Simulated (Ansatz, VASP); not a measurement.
**NaIrAu: VASP beside Ansatz**

Contents of INCAR:

```
ALGO     = Fast           # electronic algorithm
EDIFF    = 1E-6           # SCF threshold, eV
ENCUT    = 520            # plane-wave cutoff, eV
GGA      = PE             # functional
ISIF     = 2              # what is computed and relaxed
ISMEAR   = 0              # smearing method
LASPH    = True           # aspherical terms in the spheres
LCHARG   = False          # write CHGCAR
LREAL    = False          # projectors in reciprocal space
LWAVE    = False          # write WAVECAR
NBANDS   = 20             # bands
NELM     = 80             # most SCF steps
PREC     = Accurate       # precision mode
SIGMA    = 0.1            # smearing width, eV
```

Contents of KPOINTS:

```
k-points
0
Gamma
  12 12 10
```

The input POSCAR:

```
NaIrAu
1.0
    3.6127083811      0.0000000000      0.0000000000
    0.0000000000      3.6127083811      0.0000000000
    0.0000000000      0.0000000000      5.0755177144
Na Ir Au
1 1 1
Direct
    0.5000000000      0.5000000000      0.0000000000
    0.0000000000      0.0000000000      0.0000000000
    0.5000000000      0.5000000000      0.5000000000
```

Input for Ansatz:

```yaml
crystal:
  lattice:
    - [3.6127083811, 0.0, 0.0]
    - [0.0, 3.6127083811, 0.0]
    - [0.0, 0.0, 5.0755177144]
  atoms:
    - { symbol: Na, position: [0.5, 0.5, 0.0] }
    - { symbol: Ir, position: [0.0, 0.0, 0.0] }
    - { symbol: Au, position: [0.5, 0.5, 0.5] }
basis:
  ecutwfc: 420
kpoints:
  mp_grid: { grid: [12, 12, 10] }
  band_path:
    path:
      - [[0.0, 0.0, 0.0], [0.0, 0.5, 0.0], [0.5, 0.5, 0.0], [0.0, 0.0, 0.0], [0.0, 0.0, 0.5], [0.0, 0.5, 0.5], [0.5, 0.5, 0.5], [0.0, 0.0, 0.5]]
      - [[0.0, 0.5, 0.0], [0.0, 0.5, 0.5]]
      - [[0.5, 0.5, 0.0], [0.5, 0.5, 0.5]]
    npoints: 14
hamiltonian:
  xc: pbe
scf:
  occupations: { method: gaussian, width: 0.1 }
  n_extra_bands: 7
output:
  forces: true
  stress: true
  eigenvalues: true
  populations: true
  dos: { projected: true, de: 0.02, nscf_kmesh: { grid: [18, 18, 15] } }
  bader: true
```

The cell was built by a generator and needn't be a form met in nature.

Alike in both runs: task single point; functional PBE; k mesh 12 × 12 × 10; occupations gaussian, width 0.1 eV; no spin polarisation.

|  | VASP | Ansatz |
| --- | --- | --- |
| version | VASP 6.6.1 | Ansatz 0.2.0 |
| potentials or method | VASP PAW PBE potentials, release 64 (Na_pv, Ir, Au) | scalar-relativistic, plane waves, PAW |
| plane-wave cutoff (eV) | 520 | 420 |
| valence electrons in the cell | 27 | 45 |

```csv
,VASP,Ansatz,Ansatz less VASP
gap on the k mesh at the Fermi level (eV),none,none,-
pressure (GPa),0.1,0.0,-0.11
```

A gap of «none» marks a metal or a gap that the smearing closes. The two sets of potentials don't hold the same shells in valence.

The runs have no spin-orbit coupling, so splittings on Au, Ir are missing.
